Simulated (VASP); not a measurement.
## Si under biaxial strain in the (001) plane

Strain engineering needs slopes: what does biaxial strain in the (001) plane do to the lattice and the band edges of Si?

Calculated with VASP 6.6.1; LDA; plane waves and PAW (Si), in the first sound run; inputs show where later runs differ.

**1. Set-up**

Symmetry: Fd-3m, No. 227, cubic system. Conventional cell: a = 5.431 Å, b = 5.431 Å, c = 5.431 Å, α = 90.00°, β = 90.00°, γ = 90.00°. Nearest to Si lie 4 Si at 2.35 Å.

Structure file:

```xyz
2
Lattice="0.0000 2.7155 2.7155 2.7155 0.0000 2.7155 2.7155 2.7155 0.0000" Properties=species:S:1:pos:R:3 pbc="T T T"
Si    0.0000    0.0000    0.0000
Si    1.3578    1.3578    1.3578
```

**2. Relax the crystal, LDA**

The series starts from the cell that this level prefers, so that zero strain is near zero stress.

This step took 2 runs in a row; the last is shown.

Level: LDA; plane waves and PAW (Si).

Contents of INCAR:

```
SYSTEM = Si
PREC = Accurate
ENCUT = 450
EDIFF = 1E-07
NELM = 120
ISMEAR = 0
SIGMA = 0.02
LREAL = .FALSE.
ALGO = Normal
GGA = CA
NBANDS = 10
LASPH = .TRUE.
LORBIT = 11
LWAVE = .FALSE.
LCHARG = .FALSE.
KPAR = 24
IBRION = 2
NSW = 40
ISIF = 3
EDIFFG = -0.005
POTIM = 0.4
```

Contents of POSCAR:

```
Si
1.0
    0.0000000000      2.7014008245      2.7014008245
    2.7014008245      0.0000000000      2.7014008245
    2.7014008245      2.7014008245      0.0000000000
Si
2
Direct
    0.0000000000      0.0000000000      0.0000000000
    0.2500000000      0.2500000000      0.2500000000
```

Contents of KPOINTS:

```
Automatic mesh
0
Gamma
10 10 10
0 0 0
```

Potentials, in the order of the species: Si (LDA family, release 64).

The run is started by

```bash
> mpirun -np 24 vasp_std
```

The log of the run:

```text
[banner, memory and clock lines left out]
running   24 mpi-ranks, on    1 nodes
[...]
|                                                                             |
|           W    W    AA    RRRRR   N    N  II  N    N   GGGG   !!!           |
|           W    W   A  A   R    R  NN   N  II  NN   N  G    G  !!!           |
|           W    W  A    A  R    R  N N  N  II  N N  N  G       !!!           |
|           W WW W  AAAAAA  RRRRR   N  N N  II  N  N N  G  GGG   !            |
|           WW  WW  A    A  R   R   N   NN  II  N   NN  G    G                |
|           W    W  A    A  R    R  N    N  II  N    N   GGGG   !!!           |
|                                                                             |
|     For optimal performance we recommend to set                             |
|       NCORE = 2 up to number-of-cores-per-socket                            |
|     NCORE specifies how many cores store one orbital (NPAR=cpu/NCORE).      |
|     This setting can greatly improve the performance of VASP for DFT.       |
[...]
|     Unfortunately you need to use the default for GW and RPA                |
|     calculations (for HF NCORE is supported but not extensively tested      |
|     yet).                                                                   |
|                                                                             |

 LDA part: xc-table for (Slater(with rela. corr.)+CA(PZ))
 , standard interpolation
 POSCAR, INCAR and KPOINTS ok, starting setup
[...]
entering main loop
       N       E                     dE             d eps       ncg     rms          rms(c)
DAV:   1     0.406882481467E+01    0.40688E+01   -0.29265E+03   940   0.545E+02
DAV:   2    -0.117240577800E+02   -0.15793E+02   -0.15019E+02  1370   0.817E+01
DAV:   3    -0.121866801230E+02   -0.46262E+00   -0.46172E+00  1156   0.123E+01
DAV:   4    -0.121903766433E+02   -0.36965E-02   -0.36960E-02  1228   0.142E+00
[...]
DAV:   9    -0.119190083082E+02    0.25935E-04   -0.21563E-04  1186   0.847E-02    0.615E-02
DAV:  10    -0.119190135502E+02   -0.52420E-05   -0.13933E-05  1080   0.238E-02    0.306E-02
DAV:  11    -0.119190134771E+02    0.73128E-07   -0.75384E-07  1174   0.511E-03
   1 F= -.11919013E+02 E0= -.11919013E+02  d E =-.119190E+02
[...]
reached required accuracy - stopping structural energy minimisation
```

Run time: 1.6 s. Hardware: 24 MPI ranks of AMD EPYC 9R45, shared host; peak memory 2.8 GiB.

Lines that name or quote the potential files are left out of all logs, and their timing lines are given in words.

OUTCAR, selected parts (step 2):

```text
  Total        0.0006490      0.0006490      0.0006490      0.0000000      0.0000000     -0.0000000
  in kB        0.0263725      0.0263725      0.0263725      0.0000000      0.0000000     -0.0000000
  external PRESSURE =       0.0263725 kB  Pullay stress =       0.0000000 kB

 POSITION                                       TOTAL-FORCE (eV/Angst)
 -----------------------------------------------------------------------------------
      0.00000      0.00000      0.00000         0.000000      0.000000      0.000000
      1.35070      1.35070      1.35070        -0.000000     -0.000000     -0.000000
 -----------------------------------------------------------------------------------
    total drift:                                0.000000      0.000000     -0.000000

  FREE ENERGIE OF THE ION-ELECTRON SYSTEM (eV)
  ---------------------------------------------------
  free  energy   TOTEN  =       -11.9190134771 eV

  energy  without entropy=      -11.9190134771  energy(sigma->0) =      -11.91901348

 reached required accuracy - stopping structural energy minimisation

[... 3 further parts left out ...]
[key lines of the parts left out:]
E-fermi :   6.0354
```

Read from the output:

```
energy(sigma→0) of the program : -11.9190 eV
stress, compression positive   : xx, yy, zz 0.00, 0.00, 0.00 GPa
volume                         : 39.427 Å³
ionic steps                    : 1
```

**3. Strain along the normal, LDA**

One member in full: the plane is strained by -1 %, and the strain along the normal is moved by secant steps until the normal stress is under 0.012 GPa or five steps are spent; the atoms relax at each step.

Level: LDA; plane waves and PAW (Si).

INCAR, as its differences from that of step 2:

```diff
@@ -15,7 +15,7 @@
 LCHARG = .FALSE.
-KPAR = 24
-IBRION = 2
-NSW = 40
-ISIF = 3
-EDIFFG = -0.005
-POTIM = 0.4
+KPAR = 6
+IBRION = 1
+NSW = 25
+ISIF = 2
+EDIFFG = -0.004
+POTIM = 0.3
```

Contents of POSCAR:

```
Si
1.0
    0.0000000000      2.6743868160      2.7230120310
    2.6743868160      0.0000000000      2.7230120310
    2.6743868160      2.6743868160      0.0000000000
Si
2
Direct
    0.0000000000      0.0000000000      0.0000000000
    0.2500000000      0.2500000000      0.2500000000
```

KPOINTS is that of step 2.

The run is started by

```bash
> mpirun -np 6 vasp_std
```

The log of the run:

```text
[banner, memory and clock lines left out]
running    6 mpi-ranks, on    1 nodes
[...]
[... a notice as in an earlier step ...]

 LDA part: xc-table for (Slater(with rela. corr.)+CA(PZ))
 , standard interpolation
 POSCAR, INCAR and KPOINTS ok, starting setup
[...]
entering main loop
       N       E                     dE             d eps       ncg     rms          rms(c)
DAV:   1     0.440998614616E+01    0.44100E+01   -0.29734E+03  2040   0.549E+02
DAV:   2    -0.117086530578E+02   -0.16119E+02   -0.15283E+02  2892   0.807E+01
DAV:   3    -0.121904957170E+02   -0.48184E+00   -0.48076E+00  2580   0.125E+01
DAV:   4    -0.121942553041E+02   -0.37596E-02   -0.37584E-02  2498   0.138E+00
[...]
DAV:   9    -0.119145943253E+02    0.26825E-04   -0.22313E-04  2548   0.859E-02    0.623E-02
DAV:  10    -0.119145991735E+02   -0.48482E-05   -0.14539E-05  2342   0.242E-02    0.317E-02
DAV:  11    -0.119145991034E+02    0.70124E-07   -0.76385E-07  2448   0.519E-03
   1 F= -.11914599E+02 E0= -.11914599E+02  d E =-.119146E+02
 BRION: g(F)=  0.159E-48 g(S)=  0.000E+00
 reached required accuracy - stopping structural energy minimisation
```

Wall time 4 s (6 MPI ranks); peak memory 0.74 GiB.

Parts of OUTCAR (step 3):

```text
  Total        0.4363948      0.4363948     -0.0004894      0.0000000      0.0000000      0.0000000
  in kB       17.9499060     17.9499060     -0.0201318      0.0000000      0.0000000      0.0000000
  external PRESSURE =      11.9598934 kB  Pullay stress =       0.0000000 kB

 POSITION                                       TOTAL-FORCE (eV/Angst)
 -----------------------------------------------------------------------------------
      0.00000      0.00000      0.00000         0.000000      0.000000      0.000000
      1.33719      1.33719      1.36151        -0.000000     -0.000000     -0.000000
 -----------------------------------------------------------------------------------
    total drift:                                0.000000      0.000000     -0.000000

  FREE ENERGIE OF THE ION-ELECTRON SYSTEM (eV)
  ---------------------------------------------------
  free  energy   TOTEN  =       -11.9145991034 eV

  energy  without entropy=      -11.9145991034  energy(sigma->0) =      -11.91459910

[... 1 part as in an earlier step ...]

[... 3 further parts left out ...]
[key lines of the parts left out:]
E-fermi :   6.2571
```

Numbers from this step:

* energy(sigma→0) of the program: -11.9146 eV
* stress, compression positive: xx, yy, zz 1.79, 1.79, 0.00 GPa
* ionic steps: 1

**4. Band edges, HSE06 with spin-orbit coupling**

Short lines in KPOINTS_OPT sample the zone centre along and across the normal of the plane, for masses, and the other valleys.

Level: HSE06, spin-orbit coupling; plane waves and PAW (Si).

Contents of INCAR:

```
SYSTEM = Si
PREC = Accurate
ENCUT = 450
EDIFF = 1E-06
NELM = 100
ISMEAR = 0
SIGMA = 0.02
LREAL = .FALSE.
ALGO = Normal
LHFCALC = .TRUE.
AEXX = 0.25
GGA = PE
HFSCREEN = 0.2
LASPH = .TRUE.
LNONCOLLINEAR = .TRUE.
MAGMOM = 0 0 0 0 0 0
NBANDS = 18
GGA_COMPAT = .FALSE.
LSORBIT = .TRUE.
PRECFOCK = Fast
LWAVE = .FALSE.
LCHARG = .FALSE.
KPAR = 6
```

POSCAR is that of step 3.

Contents of KPOINTS:

```
Automatic mesh
0
Gamma
5 5 5
0 0 0
```

Contents of KPOINTS_OPT:

```
Line mode
6
Line-mode
Reciprocal
  0.00000000   0.00000000   0.00000000
  0.02166904   0.02166904  -0.00000000

  0.00000000   0.00000000   0.00000000
 -0.00000000  -0.02128209  -0.02128209

  0.31000000   0.31000000   0.00000000
  0.50000000   0.50000000   0.00000000

  0.00000000   0.31000000   0.31000000
  0.00000000   0.50000000   0.50000000

  0.45000000   0.45000000   0.45000000
  0.50000000   0.50000000   0.50000000

  0.45000000   0.00000000   0.00000000
  0.50000000   0.00000000   0.00000000

  0.42500000   0.42500000   0.00000000
  0.42500000   0.44628209   0.02128209

  0.50000000   0.50000000   0.50000000
  0.48495129   0.51504871   0.50000000
```

The run is started by

```bash
> mpirun -np 6 vasp_ncl
```

The log of the run:

```text
[banner, memory and clock lines left out]
running    6 mpi-ranks, on    1 nodes
[...]
[... a notice as in an earlier step ...]

|                                                                             |
|               ----> ADVICE to this user running VASP <----                  |
|                                                                             |
|     You enforced a specific xc type in the INCAR file but a different       |
|     [... a line on the potential file left out ...]
|     I HOPE YOU KNOW WHAT YOU ARE DOING!                                     |
|                                                                             |

 LDA part: xc-table for (Slater+PW92), standard interpolation
 found WAVECAR, reading the header
 POSCAR, INCAR and KPOINTS ok, starting setup
[...]
reading WAVECAR
 the WAVECAR file was read successfully
 initial charge from wavefunction
 entering main loop
       N       E                     dE             d eps       ncg     rms          rms(c)
DAV:   1    -0.126004926896E+02   -0.12600E+02   -0.75761E-01   652   0.655E+00    0.538E+00
DAV:   2    -0.126063317981E+02   -0.58391E-02   -0.22540E-02   788   0.114E+00    0.364E+00
DAV:   3    -0.126050208415E+02    0.13110E-02   -0.45072E-04   790   0.176E-01    0.214E+00
DAV:   4    -0.126044861143E+02    0.53473E-03   -0.11717E-04   782   0.813E-02    0.122E+00
[...]
DAV:   8    -0.126042208237E+02    0.56672E-05   -0.25460E-06   780   0.110E-02    0.124E-01
DAV:   9    -0.126042194271E+02    0.13966E-05   -0.81026E-07   586   0.643E-03    0.709E-02
DAV:  10    -0.126042191382E+02    0.28888E-06   -0.45245E-07   434   0.492E-03
   1 F= -.12604219E+02 E0= -.12604219E+02  d E =-.176333E-31  mag=     0.0000     0.0000     0.0000
 Start KPOINTS_OPT (optional k-point list driver)
k-point batch [1-18\48]
       N       E                     dE             ncg
DAV:   1     0.717061686768E+03   -0.64070E+03      648
DAV:   2     0.290766926217E+03   -0.42629E+03      878
DAV:   3     0.240766866585E+03   -0.50000E+02      782
DAV:   4     0.239841451712E+03   -0.92541E+00      830
DAV:   5     0.239828770303E+03   -0.12681E-01      832
DAV:   6     0.239828471165E+03   -0.29914E-03      814
DAV:   7     0.239828462759E+03   -0.84058E-05      798
DAV:   8     0.239828462507E+03   -0.25154E-06      628
[...]
k-point batch [37-48\48]
       N       E                     dE             ncg
DAV:   1     0.164739998075E+04   -0.25796E+04      432
DAV:   2     0.139221185125E+04   -0.25519E+03      538
DAV:   3     0.137370596708E+04   -0.18506E+02      568
DAV:   4     0.137346992225E+04   -0.23604E+00      576
DAV:   5     0.137346729941E+04   -0.26228E-02      576
DAV:   6     0.137346726685E+04   -0.32561E-04      574
DAV:   7     0.137346726636E+04   -0.48413E-06      480
```

Wall time 4 min (6 MPI ranks); peak memory 1.9 GiB; 20 min of CPU time.

Parts of OUTCAR (step 4):

```text
  LATTYP: Found a body centered tetragonal cell.
 ALAT       =     3.7821541062
 C/A-ratio  =     1.4399265363

 Subroutine GETGRP returns: Found 16 space group operations
 (whereof  8 operations were pure point group operations)

The static configuration has the point symmetry D_2d.
 The point group associated with its full space group is D_4h.

 Found     18 irreducible k-points:

   k-points           NKPTS =     18   k-points in BZ     NKDIM =    125   number of bands    NBANDS=     18

   dimension x,y,z NGX =    28 NGY =   28 NGZ =   28
   dimension x,y,z NGXF=    56 NGYF=   56 NGZF=   56

   ENCUT  =  450.0 eV  33.07 Ry    5.75 a.u.   6.60  6.60  6.54*2*pi/ulx,y,z

   NELECT =       8.0000    total number of electrons

  exchange ACFDT corr.  =         0.00000000  see jH, gK, PRB 81, 115126

 E-fermi :   6.0646

 k-point     1 :       0.0000    0.0000    0.0000
  band No.  band energies     occupation
    ...
      4       5.7442      1.00000
      5       5.8748      1.00000
      6       5.8748      1.00000
      7       5.9049      1.00000
      8       5.9049      1.00000
      9       9.1750      0.00000
     10       9.1750      0.00000
     11       9.2042      0.00000
     12       9.2042      0.00000
     13       9.2589      0.00000
    ...

 k-point     2 :       0.2000    0.0000    0.0000
  band No.  band energies     occupation
    ...
      4       2.5564      1.00000
      5       5.1488      1.00000
      6       5.1488      1.00000
      7       5.2859      1.00000
      8       5.2859      1.00000
      9       8.9290      0.00000
     10       8.9290      0.00000
     11      10.0646      0.00000
     12      10.0646      0.00000
     13      10.0903      0.00000
    ...

 POSITION                                       TOTAL-FORCE (eV/Angst)
 -----------------------------------------------------------------------------------
      0.00000      0.00000      0.00000        -0.000000     -0.000000      0.000000
      1.33719      1.33719      1.36151         0.000000      0.000000     -0.000000
 -----------------------------------------------------------------------------------
    total drift:                               -0.000004     -0.000004      0.000000

  FREE ENERGIE OF THE ION-ELECTRON SYSTEM (eV)
  ---------------------------------------------------
  free  energy   TOTEN  =       -12.6042191382 eV

  energy  without entropy=      -12.6042191382  energy(sigma->0) =      -12.60421914

 Spin-Orbit-Coupling matrix elements
 Ion:    1  E_soc:     -0.0003322
 Ion:    2  E_soc:     -0.0003322

[... 1 part as in an earlier step ...]

[... 7 further parts left out ...]
```

Read from the output:

```
energy(sigma→0) of the program : -12.6042 eV
```

**5. The table**

Hybrid runs start from orbitals of a short LDA run, not shown.

Runs beyond LDA use the data sets made with LDA; this shifts their levels slightly, and their total energies have another zero.

The other members went through these steps as far as the tables show, with the same cutoff and, step by step, the same mesh; 22 runs are not shown. The session took 2.7 core hours (wall time by ranks) on a shared machine.

| in-plane strain (%) | strain along the normal (%) | in-plane stress, tension positive (GPa) | energy above the unstrained row (meV/atom) | gap on the mesh, LDA (eV) |
| --- | --- | --- | --- | --- |
| -2.000 | 1.589 | -3.701 | 8.944 | 0.214 |
| -1.000 | 0.800 | -1.795 | 2.207 | 0.335 |
| -0.500 | 0.400 | -0.886 | 0.553 | 0.395 |
| 0 | 0.000 | -0.003 | 0.000 | 0.453 |
| 0.500 | -0.400 | 0.855 | 0.517 | 0.367 |
| 1.000 | -0.800 | 1.688 | 2.074 | 0.283 |
| 2.000 | -1.613 | 3.274 | 8.195 | 0.116 |

Slopes at zero strain, from cubics through all rows: strain ratio -0.800, stress over strain 174 GPa. For a cubic crystal strained in (001) the ratio is −2C₁₂/C₁₁.

Band edges at HSE06 with spin-orbit coupling, counted from the valence-band top at Γ, spin-orbit pairs averaged, with one row partly withheld:

| in-plane strain (%) | gap (eV) | conduction band at Γ (eV) | Δ or X valley along z (eV) | Δ or X valley along x (eV) | lowest conduction level at L, [111] (eV) | lowest conduction level at L, [-111] (eV) | second valence level below the top (eV) | third valence level below the top (eV) |
| --- | --- | --- | --- | --- | --- | --- | --- | --- |
| -2.000 | 0.875 | 3.213 | 1.214 | 0.875 | 2.248 | 2.248 | 0.033 | 0.304 |
| -1.000 | 1.003 | 3.270 | 1.173 | 1.003 | 2.299 | 2.299 | 0.030 | 0.161 |
| -0.500 | 1.067 | 3.298 | 1.151 | 1.066 | 2.310 | 2.310 | 0.025 | 0.096 |
| 0 | 1.129 | 3.321 | 1.129 | 1.129 | 2.313 | 2.313 | 0.000 | 0.052 |
| 0.500 | ? | 3.278 | ? | 1.134 | 2.252 | 2.252 | 0.056 | 0.097 |
| 1.000 | 0.965 | 3.219 | 0.964 | 1.133 | 2.179 | 2.179 | 0.117 | 0.156 |
| 2.000 | 0.792 | 3.092 | 0.791 | 1.129 | 2.017 | 2.017 | 0.240 | 0.277 |

Conduction masses, in electron masses:

| in-plane strain (%) | Δz mass, longitudinal | Δz mass, transverse, at 0.85 of Γ–X | L [111] mass, longitudinal |
| --- | --- | --- | --- |
| -2.000 | 0.920 | 0.182 | 1.686 |
| -1.000 | 0.901 | 0.184 | 1.752 |
| -0.500 | 0.896 | 0.187 | 1.774 |
| 0 | 0.888 | 0.186 | 1.764 |
| 0.500 | 0.880 | 0.189 | 1.722 |
| 1.000 | 0.870 | 0.191 | 1.732 |
| 2.000 | 0.854 | 0.192 | 1.654 |

**6. Working out the slope**

The quantity to fit is the splitting of the Δ or X valleys (z less x) at HSE06 with spin-orbit coupling: 0.339, 0.170, 0.085, 0.000, -0.169, -0.338 eV in the rows shown.

Fitting a parabola to the 6 known rows (d: strain along the axis less the strain across it, in %) gives E = 1.40e-4 d² + 0.09407 d − 4.34e-5 in eV; the residuals are 2.6e-5 eV r.m.s.

For the withheld row, d = -0.9, the fit gives -0.0846 eV.

**7. Prediction against calculation**

The calculation gives -0.0845 eV, so the prediction is 0.0001 eV too low.

The splitting is Ξu times d, with d as a fraction, so the linear term gives Ξu = 9.4 eV.

**8. Summary of results**

```yaml
ratio_of_normal_to_in_plane_strain: -0.800
biaxial_modulus: 174 GPa
gap_of_the_unstrained_cell_hse06_with_spin_orbit_coupling: 1.13 eV
shear_deformation_potential_u_of_the_delta_or_x_valleys: 9.4 eV
error_of_the_predicted_row: -0.1 meV
```

**Reading.** As a check, the curvature of the energy gives 174 GPa for the same modulus (energy per volume = M × strain²), 0 % from the slope of the stress. At HSE06 with spin-orbit coupling the lowest conduction valley is Δ or X throughout, and the gap runs between 0.79 and 1.13 eV. Hole masses are left out throughout, since the top bands are degenerate or cross in many series; of conduction masses, those of the Γ, L and (for Si and Ge under (001) strain) Δ valleys are kept where they change by under an eighth between rows. A measured gap of unstrained Si is 1.1 eV (arxiv:1111.5263, band gap, quoted experimental value, temperature not given); the static gaps here belong to the lattice relaxed at LDA. HSE06 ran on a coarser mesh than the semilocal levels. Δ or X levels are the lowest on their line, refined by a parabola unless they lie at X; the gap is read from all points sampled and can differ from the lowest valley by some meV, or by tens of meV where strain moves the valence top off Γ. Temperature, zero-point motion and excitons are left out.

[Lines on the potential files, build, host, timing and source positions are cut from VASP's logs without a mark.]

[Logs are printed without paths, hosts, clocks, repeated set-up lines and the standing remarks that a program may print on its own settings, such as how far it seeks lower states.]

[Hosts, paths, dates, database ids (printed as entryN), source tags and the programs' standing remarks are cut or masked in the printed files.]

[In band tables of VASP the shares of atoms and orbitals are scaled to a sum of 1 inside the atoms' spheres.]
